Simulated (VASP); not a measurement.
Output of a VASP run:

OSZICAR:
```
...
DAV:   9    -0.102964752197E+02    0.68943E-03   -0.51881E-01   364   0.109E+01    0.392E-01
DAV:  10    -0.103377635274E+02   -0.41288E-01   -0.21449E-01   364   0.763E+00    0.717E-01
DAV:  11    -0.102186826573E+02    0.11908E+00   -0.87594E-01   360   0.183E+01    0.793E-01
DAV:  12    -0.101496666161E+02    0.69016E-01   -0.77097E-01   360   0.146E+01    0.908E-01
DAV:  13    -0.101964996276E+02   -0.46833E-01   -0.53837E-01   360   0.110E+01    0.627E-01
DAV:  14    -0.102323287739E+02   -0.35829E-01   -0.33469E-01   360   0.805E+00    0.905E-01
DAV:  15    -0.102452991614E+02   -0.12970E-01   -0.14565E-01   360   0.474E+00    0.154E+00
DAV:  16    -0.102815597539E+02   -0.36261E-01   -0.13113E-01   362   0.428E+00    0.195E-01
DAV:  17    -0.102976122842E+02   -0.16053E-01   -0.17141E-02   380   0.157E+00    0.270E-01
DAV:  18    -0.102932600201E+02    0.43523E-02   -0.70650E-03   363   0.113E+00    0.386E-01
DAV:  19    -0.102982085794E+02   -0.49486E-02   -0.39590E-03   364   0.811E-01    0.190E-01
DAV:  20    -0.102980692315E+02    0.13935E-03   -0.32967E-04   469   0.232E-01    0.315E-02
DAV:  21    -0.102983894189E+02   -0.32019E-03   -0.29651E-04   370   0.210E-01    0.439E-02
DAV:  22    -0.102984184292E+02   -0.29010E-04   -0.12173E-04   364   0.147E-01    0.177E-02
DAV:  23    -0.102985228057E+02   -0.10438E-03   -0.22338E-05   370   0.588E-02    0.305E-02
DAV:  24    -0.102985167728E+02    0.60329E-05   -0.11423E-06   584   0.130E-02    0.403E-02
DAV:  25    -0.102985287089E+02   -0.11936E-04   -0.29373E-06   366   0.183E-02    0.159E-02
DAV:  26    -0.102985320413E+02   -0.33324E-05   -0.12814E-06   366   0.134E-02    0.965E-03
DAV:  27    -0.102985299621E+02    0.20792E-05   -0.34287E-07   210   0.697E-03    0.719E-03
DAV:  28    -0.102985314779E+02   -0.15158E-05   -0.85920E-07   364   0.110E-02    0.996E-03
DAV:  29    -0.102985321267E+02   -0.64882E-06   -0.92639E-08   186   0.389E-03
   1 F= -.10298532E+02 E0= -.10296411E+02  d E =-.102985E+02
       N       E                     dE             d eps       ncg     rms          rms(c)
DAV:   1    -0.102992939855E+02   -0.76251E-03   -0.19360E-02   455   0.113E+00    0.188E-01
DAV:   2    -0.102986538952E+02    0.64009E-03   -0.15354E-03   390   0.382E-01    0.836E-02
DAV:   3    -0.102985208653E+02    0.13303E-03   -0.15352E-03   533   0.207E-01    0.448E-02
DAV:   4    -0.102985677159E+02   -0.46851E-04   -0.27030E-05   368   0.550E-02    0.279E-02
DAV:   5    -0.102985710487E+02   -0.33328E-05   -0.38107E-05   396   0.724E-02    0.150E-02
DAV:   6    -0.102985873587E+02   -0.16310E-04   -0.15927E-05   477   0.295E-02    0.647E-03
DAV:   7    -0.102985872906E+02    0.68108E-07   -0.18709E-06   294   0.177E-02
   2 F= -.10298587E+02 E0= -.10296429E+02  d E =-.551639E-04
       N       E                     dE             d eps       ncg     rms          rms(c)
DAV:   1    -0.102994297998E+02   -0.84244E-03   -0.22381E-02   456   0.122E+00    0.198E-01
DAV:   2    -0.102986854258E+02    0.74437E-03   -0.17795E-03   399   0.406E-01    0.923E-02
DAV:   3    -0.102985211997E+02    0.16423E-03   -0.18649E-03   533   0.237E-01    0.533E-02
DAV:   4    -0.102985803632E+02   -0.59164E-04   -0.39073E-05   366   0.776E-02    0.294E-02
DAV:   5    -0.102985714144E+02    0.89488E-05   -0.56891E-05   362   0.985E-02    0.237E-02
DAV:   6    -0.102986053168E+02   -0.33902E-04   -0.18054E-05   518   0.403E-02    0.861E-03
DAV:   7    -0.102986053519E+02   -0.35151E-07   -0.18719E-06   269   0.162E-02
   3 F= -.10298605E+02 E0= -.10296415E+02  d E =-.732253E-04
```

**OUTCAR**
```
------------------------ aborting loop because EDIFF is reached ----------------------------------------
  FORCE on cell =-STRESS in cart. coord.  units (eV):
  Direction    XX          YY          ZZ          XY          YZ          ZX
  --------------------------------------------------------------------------------------
  Total       -0.0005998     -0.0005998     -0.0005998      0.0000000      0.0000000     -0.0000000
  in kB       -0.0174918     -0.0174918     -0.0174918      0.0000000      0.0000000     -0.0000000
  external PRESSURE =      -0.0174918 kB  Pullay stress =       0.0000000 kB
  volume of cell :       54.94
      direct lattice vectors                 reciprocal lattice vectors
     0.000000000  3.017220090  3.017220090    -0.165715455  0.165715455  0.165715455
     3.017220090 -0.000000000  3.017220090     0.165715455 -0.165715455  0.165715455
     3.017220090  3.017220090  0.000000000     0.165715455  0.165715455 -0.165715455
 POSITION                                       TOTAL-FORCE (eV/Angst)
 -----------------------------------------------------------------------------------
      0.00000      0.00000      0.00000        -0.000000     -0.000000     -0.000000
 -----------------------------------------------------------------------------------
    total drift:                                0.000000      0.000000      0.000000
  FREE ENERGIE OF THE ION-ELECTRON SYSTEM (eV)
  ---------------------------------------------------
  free  energy   TOTEN  =       -10.2986053519 eV

  energy  without entropy=      -10.2942250612  energy(sigma->0) =      -10.29641521

 reached required accuracy - stopping structural energy minimisation
```
(Selected blocks of OUTCAR.)

### POSCAR
```
Sr
1
   -0.0000000000     3.0102690146     3.0102690146
    3.0102690146     0.0000000000     3.0102690146
    3.0102690146     3.0102690146     0.0000000000
Sr
1
Direct
  0.0000000000   0.0000000000   0.0000000000
```

Q: Reconstruct the remaining input files.

A: This is not unique; one that fits is the input of the run itself, TPSS meta-GGA, plane waves, VASP's PBE PAW potentials (set 64).

File KPOINTS:
```
Automatic mesh
0
Gamma
7 7 7
0 0 0
```

INCAR:
```
SYSTEM = Sr
PREC = Accurate
ENCUT = 520
EDIFF = 1E-6
NELM = 100
ALGO = Normal
LREAL = .FALSE.
LASPH = .TRUE.
ISMEAR = 0
SIGMA = 0.05
METAGGA = TPSS
LMIXTAU = .TRUE.
LMAXMIX = 4
LWAVE = .FALSE.
LCHARG = .FALSE.
IBRION = 2
ISIF = 3
NSW = 60
EDIFFG = -0.01
```

POTCAR, in this order: Sr_sv (PBE.64 set). Program: vasp_std.

The compound is Sr in the fcc structure. This run relaxes it. Symmetry was kept, so distortions that lower it aren't found. The start is the result of an earlier pass.
